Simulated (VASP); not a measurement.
# Ca2Os3 (Pm-3m) in VASP: notebook, part 2 of 2

VASP 6.6.1. The steps go on from the part before.

### 3 Relaxation of cell and atoms, PBE (random cell by space group and Wyckoff sites (Pm-3m, No. 221))

Input file INCAR:

```
PREC = Accurate
ENCUT = 600
EDIFF = 1E-6
ISMEAR = 0
SIGMA = 0.1
LREAL = F
LASPH = T
NELM = 80
ALGO = Fast
ISIF = 3
LWAVE = F
LCHARG = F
GGA = PE
IBRION = 2
NSW = 100
EDIFFG = -0.01
```

Input file KPOINTS:

```
Automatic mesh
0
Gamma
  8 8 8
```

Input file POSCAR:

```
Ca2Os3
1.0
    4.7543111219      0.0000000000      0.0000000000
    0.0000000000      4.7543111219      0.0000000000
    0.0000000000      0.0000000000      4.7543111219
Ca Os
2 3
Direct
    0.0000000000      0.0000000000      0.0000000000
    0.5000000000      0.5000000000      0.5000000000
    0.0000000000      0.5000000000      0.5000000000
    0.5000000000      0.0000000000      0.5000000000
    0.5000000000      0.5000000000      0.0000000000
```

Potentials or basis: VASP PAW PBE potentials, release 64 (Ca_sv, Os).

Started as:

```console
$ cat potpaw_PBE.64/Ca_sv/POTCAR potpaw_PBE.64/Os/POTCAR > POTCAR
$ mpirun -np 1 vasp_std > vasp.out
```

OUTCAR:

```text
PREC = Accurate
   ENCUT = 600
   EDIFF = 1E-6
   ISMEAR = 0
   LREAL = F
   LASPH = T
   NELM = 80
   ISIF = 3
   GGA = PE
   IBRION = 2
   NSW = 100
   EDIFFG = -0.01

 ion  position               nearest neighbor table
   1  0.000  0.000  0.000-
   2  0.500  0.500  0.500-   3 2.38   4 2.38   5 2.38   5 2.38   4 2.38   3 2.38
   3  0.000  0.500  0.500-   2 2.38   2 2.38   5 3.36   5 3.36   4 3.36   4 3.36   4 3.36   5 3.36
                             5 3.36   4 3.36
   4  0.500  0.000  0.500-   2 2.38   2 2.38   5 3.36   5 3.36   3 3.36   3 3.36   5 3.36   5 3.36
                             3 3.36   3 3.36
   5  0.500  0.500  0.000-   2 2.38   2 2.38   4 3.36   3 3.36   3 3.36   4 3.36   4 3.36   4 3.36
                             3 3.36   3 3.36

  LATTYP: Found a simple cubic cell.
[... 276 lines left out ...]
  ---------------------------------------------------
  free energy    TOTEN  =       -25.24852619 eV

  energy without entropy =      -25.20094149  energy(sigma->0) =      -25.22473384

 E-fermi :   3.5590     XC(G=0): -10.7473

 val. band max:        3.5585719106   @ k =   0.2500   0.0000   0.0000
 cond. band min:       3.5615593972   @ k =   0.5000   0.5000   0.5000
 fundamental gap:      0.0029874866
 Fermi energy:         3.5590411862

 k-point     1 :       0.0000    0.0000    0.0000
  band No.  band energies     occupation
      1     -36.4099      2.00000
      2     -34.4945      2.00000
      3     -17.4138      2.00000
      4     -17.4138      2.00000
      5     -17.4138      2.00000
      6     -15.8032      2.00000
[... 685 lines left out ...]
     25       4.1049      0.00000
     26       4.8883      0.00000

 [... further k-points ...]

------------------------ aborting loop because EDIFF is reached ----------------------------------------

  FORCE on cell =-STRESS in cart. coord.  units (eV):
  Direction    XX          YY          ZZ          XY          YZ          ZX
  --------------------------------------------------------------------------------------
  -------------------------------------------------------------------------------------
  Total        0.0017993      0.0017993      0.0017993      0.0000000     -0.0000000      0.0000000
  in kB        0.0262747      0.0262747      0.0262747      0.0000000     -0.0000000      0.0000000
  external PRESSURE =       0.0262747 kB  Pullay stress =       0.0000000 kB
[... 20 lines left out ...]
  FREE ENERGIE OF THE ION-ELECTRON SYSTEM (eV)
  ---------------------------------------------------
  free  energy   TOTEN  =       -25.2485261903 eV

  energy  without entropy=      -25.2009414938  energy(sigma->0) =      -25.22473384

 reached required accuracy - stopping structural energy minimisation
```

OSZICAR:

```text
N       E                     dE             d eps       ncg     rms          rms(c)
DAV:   1     0.419177871109E+03    0.41918E+03   -0.23089E+04  1820   0.182E+03
DAV:   2     0.175502924182E+02   -0.40163E+03   -0.39508E+03  1822   0.528E+02
DAV:   3    -0.263108228819E+02   -0.43861E+02   -0.42584E+02  3344   0.120E+02
[... 47 lines left out ...]
RMM:   7    -0.252485083190E+02   -0.21471E-04   -0.17116E-04  2717   0.496E-02    0.148E-02
RMM:   8    -0.252485182308E+02   -0.99118E-05   -0.50381E-05  2495   0.314E-02    0.108E-02
RMM:   9    -0.252485251423E+02   -0.69114E-05   -0.51366E-05  2496   0.295E-02    0.530E-03
RMM:  10    -0.252485256595E+02   -0.51727E-06   -0.13262E-05  1831   0.155E-02    0.341E-03
RMM:  11    -0.252485261903E+02   -0.53078E-06   -0.55380E-06  1431   0.906E-03
   3 F= -.25248526E+02 E0= -.25224734E+02  d E =-.107463E-01
```

CONTCAR:

```text
Ca2Os3
   1.00000000000000
     4.7873469697353652    0.0000000000000000   -0.0000000000000000
     0.0000000000000000    4.7873469697353652    0.0000000000000000
    -0.0000000000000000    0.0000000000000000    4.7873469697353652
  Ca              Os
     2     3
Direct
     0.0000000000000000    0.0000000000000000    0.0000000000000000
     0.5000000000000000    0.5000000000000000    0.5000000000000000
     0.0000000000000000    0.5000000000000000    0.5000000000000000
     0.5000000000000000    0.0000000000000000    0.5000000000000000
     0.5000000000000000    0.5000000000000000    0.0000000000000000

  0.00000000E+00  0.00000000E+00  0.00000000E+00
  0.00000000E+00  0.00000000E+00  0.00000000E+00
  0.00000000E+00  0.00000000E+00  0.00000000E+00
  0.00000000E+00  0.00000000E+00  0.00000000E+00
  0.00000000E+00  0.00000000E+00  0.00000000E+00
```

Wall time 6.1 min (1 thread of Intel Xeon Platinum 8488C (Sapphire Rapids), shared host); peak memory 0.33 GiB.

What came out:

* Free energy: -25.2485 eV
* Relaxed volume: 21.94 Å³/atom
* Relaxed cell: a = 4.787 Å, b = 4.787 Å, c = 4.787 Å, α = 90.00°, β = 90.00°, γ = 90.00°
* Space group after relaxing (to 0.05 Å): Pm-3m (No. 221)
* Energy gained by relaxing: 2.1 meV/atom
* Ionic steps: 3
* Pressure after relaxing: 0.0 GPa
* Band gap on the k mesh: none (metal or under the smearing width)

Step by step:
| step | energy change (eV) | largest force (eV/Å) | pressure (GPa) | volume (Å³) |
| --- | --- | --- | --- | --- |
| 1 | 0.0000 | 0.0000 | 1.56 | 107.46 |
| 2 | -0.0086 | 0.0000 | -0.65 | 110.75 |
| 3 | -0.0107 | 0.0000 | 0.00 | 109.72 |

Final structure:
```
Ca Os
1.0
     4.78735    0.00000    0.00000
     0.00000    4.78735    0.00000
     0.00000    0.00000    4.78735
Ca Os
2 3
Direct
  0.00000 0.00000 0.00000
  0.50000 0.50000 0.50000
  0.00000 0.50000 0.50000
  0.50000 0.00000 0.50000
  0.50000 0.50000 0.00000
```

The run has no spin-orbit coupling, so splittings on Os are missing.

### 4 Single point, PBE (random cell by space group and Wyckoff sites (Pm-3m, No. 221))

Input file INCAR:

```
PREC = Accurate ; ENCUT = 520
EDIFF = 1E-6 ; ISMEAR = 0
SIGMA = 0.1 ; LREAL = F
LASPH = T ; NELM = 80
ALGO = Normal ; ISIF = 2
LWAVE = F ; LCHARG = T
GGA = PE ; LELF = T
LVHAR = T ; NBANDS = 30
```

Input file KPOINTS:

```
regular mesh
0
Gamma
  4 4 4
```

Edit POSCAR of step 3 so:

```diff
@@ -2,5 +2,5 @@
 1.0
-    4.7543111219      0.0000000000      0.0000000000
-    0.0000000000      4.7543111219      0.0000000000
-    0.0000000000      0.0000000000      4.7543111219
+    4.4609141300      0.0000000000      0.0000000000
+    0.0000000000      4.4609141300      0.0000000000
+    0.0000000000      0.0000000000      4.4609141300
 Ca Os
```

Started as:

```console
$ cat potpaw_PBE.64/Ca_sv/POTCAR potpaw_PBE.64/Os/POTCAR > POTCAR
$ mpirun -np 1 vasp_std > vasp.out
```

Wall time 23 s (1 thread of Intel Xeon Platinum 8488C (Sapphire Rapids), shared host); peak memory 0.2 GiB.

Results (log left out):

* Free energy: -24.0410 eV
* Pressure: 25.2 GPa
* Band gap on the k mesh: none (metal or under the smearing width)

Levels at points of the mesh, in eV from the Fermi level:
```csv
k point,band 20,band 21,band 22,band 23,band 24,band 25
"(0.00, 0.00, 0.00)",-0.75,1.18,1.18,1.18,1.40,3.03
"(0.50, 0.00, 0.00)",-1.25,-0.42,-0.42,-0.25,1.18,1.32
"(0.50, 0.50, 0.00)",-0.64,-0.62,0.22,0.31,0.63,0.63
"(0.50, 0.50, 0.50)",-0.06,0.37,0.37,0.37,1.08,1.08
```

Caveat: so large a pressure means that the cell lies far from this level's equilibrium, or that cutoff or potentials fall short. Spin-orbit coupling is left out, which matters for the levels of Os.

### 5 Summary

```tsv
task	cell	k mesh	cutoff (eV)	gap on the mesh (eV)	pressure (GPa)
single point	random cell by space group and Wyckoff sites (Pm-3m, No. 221)	8 × 8 × 8	520	none	0.7
relaxation of cell and atoms	relaxed from: random cell by space group and Wyckoff sites (Pm-3m, No. 221)	8 × 8 × 8	600	none	0.0
single point	random cell by space group and Wyckoff sites (Pm-3m, No. 221)	4 × 4 × 4	520	none	25.2
```

Alike in all rows: level PBE; potentials or basis VASP PAW PBE potentials, release 64 (Ca_sv, Os); no spin polarisation; smearing gaussian 0.1 eV.

Caveats: so large a pressure means that the cell lies far from this level's equilibrium, or that cutoff or potentials fall short (some runs).

Total energies depend on the potentials used, so only differences within one code and one set of settings carry meaning.
